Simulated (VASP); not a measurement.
Input for VASP

### INCAR
```
# general
SYSTEM  =  PbSe
PREC    =  Normal
ENCUT   =  500
LREAL   =  .False.
LASPH   =  .True.

# electronic loop
EDIFF   =  1E-8
NELM    =  100
ALGO    =  Normal

# smearing
ISMEAR  =  0
SIGMA   =  0.01

# functional
GGA     =  PE

# output
LWAVE   =  .True.
LCHARG  =  .False.
```

### KPOINTS
```
K-points
0
gamma
 5 5 5
0 0 0
```

**POSCAR**
```
PbSe
1
    0.0000000000     3.0908250000     3.0908250000
    3.0908250000     0.0000000000     3.0908250000
    3.0908250000     3.0908250000     0.0000000000
Pb Se
1 1
Direct
  0.0000000000   0.0000000000   0.0000000000
  0.5000000000   0.5000000000   0.5000000000
```

POTCAR, in this order: Pb_d_GW Se_GW (PBE.64 set). Program: vasp_std.

### Question
Translate this PBE calculation to Quantum ESPRESSO's pw.x.

### Answer
One equivalent input (not run):
```
&CONTROL
  calculation = 'scf'
  pseudo_dir = './pseudo'
  outdir = './out'
  tprnfor = .true.
  tstress = .true.
/
&SYSTEM
  ibrav = 0
  nat = 2
  ntyp = 2
  ecutwfc = 86
  occupations = 'smearing'
  smearing = 'gaussian'
  degauss = 0.000735
  input_dft = 'pbe'
/
&ELECTRONS
  conv_thr = 7.3e-10
  electron_maxstep = 100
/
ATOMIC_SPECIES
  Pb 207.200 Pb.upf
  Se 78.971 Se.upf
CELL_PARAMETERS angstrom
     0.0000000    3.0908250    3.0908250
     3.0908250    0.0000000    3.0908250
     3.0908250    3.0908250    0.0000000
ATOMIC_POSITIONS crystal
  Pb   0.0000000  0.0000000  0.0000000
  Se   0.5000000  0.5000000  0.5000000
K_POINTS automatic
  5 5 5 0 0 0
```
Limits of the translation: the potentials are each code's own (VASP's PAW set, PseudoDojo norm-conserving files in pw.x), so ENCUT and ecutwfc are chosen apart and not converted; conv_thr bounds pw.x's estimated SCF error, while EDIFF bounds the energy change between steps.

The structure comes from a computed database's PbSe entry (Fm-3m); how it stands against other phases isn't given here. The cell was not relaxed at this level.
